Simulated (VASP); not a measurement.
The system is FSnCl, in a box.

```
CELL_PARAMETERS angstrom
12.00000 0.00000 0.00000
0.00000 12.00000 0.00000
0.00000 0.00000 11.00000
ATOMIC_POSITIONS crystal
F 0.39259 0.53234 0.44469
Sn 0.52208 0.58859 0.52970
Cl 0.60958 0.41491 0.56150
```

Base run:

* Program: VASP 6.6.1
* Functional: PBE
* Dispersion: TS
* Potentials or basis: VASP PAW PBE potentials, release 64 (F, Sn_d, Cl)
* Cutoff: 520 eV
* k mesh: 1 × 1 × 1
* Occupations: gaussian, width 0.01 eV
* Spin: no spin polarisation

Its results: gap between the frontier levels 3.53 eV; largest force 0.833 eV/Å.

Task: The run is repeated on the same cell with these changes: functional from PBE to HSE06; further incar settings from ALGO = Normal; EDIFF = 1e-07 to ALGO = Normal; EDIFF = 1e-06; NBANDS = 21. What comes out?

Result: Gap between the frontier levels 4.59 eV; largest force 0.238 eV/Å.

Caveats: spin-orbit coupling is left out, which moves the levels of the heavy elements; the PAW data sets were made with another functional, which shifts forces and pressure a little (some runs).

